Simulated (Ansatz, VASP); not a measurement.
## B3C2 in VASP and in Ansatz

```
CELL_PARAMETERS angstrom
3.73622 0.00000 0.00000
0.00000 3.73622 0.00000
0.00000 0.00000 3.73622
ATOMIC_POSITIONS crystal
B 0.50000 0.00000 0.00000
B 0.00000 0.50000 0.00000
B 0.00000 0.00000 0.50000
C 0.00000 0.00000 0.00000
C 0.50000 0.50000 0.50000
```

Alike in both runs: task single point; functional PBE; k mesh 6 × 6 × 6; occupations gaussian, width 0.1 eV; collinear spin.

|  | VASP | Ansatz |
| --- | --- | --- |
| version | VASP 6.6.1 | Ansatz 0.2.0 |
| potentials or method | VASP PAW PBE potentials, release 64 (B, C) | scalar-relativistic, plane waves, PAW |
| plane-wave cutoff (eV) | 520 | 420 |
| valence electrons in the cell | 17 | 17 |

```tsv
	VASP	Ansatz	Ansatz less VASP
gap on the k mesh at the Fermi level (eV)	none	none	-
net moment per atom (μB)	0.02	0.02	0.000
size of the moment on the site where the two differ most (μB)	0.04	0.07	+0.025
```

Site moments also hang on the region over which each program counts them. A gap of «none» marks a metal or a gap that the smearing closes. With one functional, cell and mesh, what is left measures potentials, basis and numerics. Ansatz warned: «seeded_moment_not_kept».
